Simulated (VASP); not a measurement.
Ca2ZrN2, 5 atoms in the cell. It takes space group P-3m1 (No. 164, trigonal). The conventional cell has a = 3.366 Å, b = 3.366 Å, c = 8.899 Å, α = 90.00°, β = 90.00°, γ = 120.00°. Ca (site symmetry 3m) is surrounded by 3 N at 2.43 Å. Around Zr (site symmetry -3m) lie 6 N at 2.31 Å. Around N (site symmetry 3m) lie 3 Zr at 2.31 Å and 3 Ca at 2.43 Å. The cell was built by a generator and needn't be a form met in nature.

```yaml
Program: VASP 6.6.1
Task: density of states
Functional: PBE
Potentials_or_basis: VASP PAW PBE potentials, release 64 (Ca_sv, Zr_sv, N)
Cutoff: 520 eV
k_mesh: 10 × 10 × 4
Occupations: gaussian, width 0.1 eV
Spin: no spin polarisation
k_mesh_for_the_DOS: 15 × 15 × 6
Occupations_for_the_DOS: tetrahedron
Further_INCAR_settings: ALGO = Normal; EDIFF = 1e-07; NBANDS = 29
```

Potentials or basis: VASP PAW PBE potentials, release 64 (Ca_sv, Zr_sv, N).

The run is started by

```sh
$ cat potpaw_PBE.64/Ca_sv/POTCAR potpaw_PBE.64/Zr_sv/POTCAR potpaw_PBE.64/N/POTCAR > POTCAR
$ cp INCAR.step1 INCAR
$ cp KPOINTS.step1 KPOINTS
$ mpirun -np 4 vasp_std > vasp.out
$ cp INCAR.step2 INCAR
$ cp KPOINTS.step2 KPOINTS
$ mpirun -np 4 vasp_std > vasp.out
```

Hardware: 4 MPI ranks on Intel(R) Xeon(R) 6975P-C (Granite Rapids) (shared host).

Question: How long does it take, and how much memory?

Answer: Run time: 49 s on 4 MPI ranks on Intel(R) Xeon(R) 6975P-C (Granite Rapids) (shared host), peak memory 0.48 GiB a rank. Counts: scf iterations 9, k points 146.
